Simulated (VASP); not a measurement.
Here is the system:

```
BeTe
1.0
    0.00000     2.83555     2.83555
    2.83555     0.00000     2.83555
    2.83555     2.83555     0.00000
Be Te
1 1
Direct
  0.00000   0.00000   0.00000
  0.25000   0.25000   0.25000
```

Level of theory: PW91 GGA, VASP's PBE PAW potentials (set 64) (plane waves; VASP). Numerical set-up: 520 eV cut-off, 7×7×7 Γ-centred mesh, Gaussian smearing of 0.050 eV, potentials Be Te.

### Question
Predict the energy per atom (σ→0).

### Answer

```
Item                           Result
---------------------  --------------
energy per atom (σ→0)  -3.826 eV/atom
```

The absolute energy has meaning only against runs of the same code, potentials and settings.

The compound is BeTe in the zinc blende structure. It was relaxed first. The start is the result of an earlier pass.
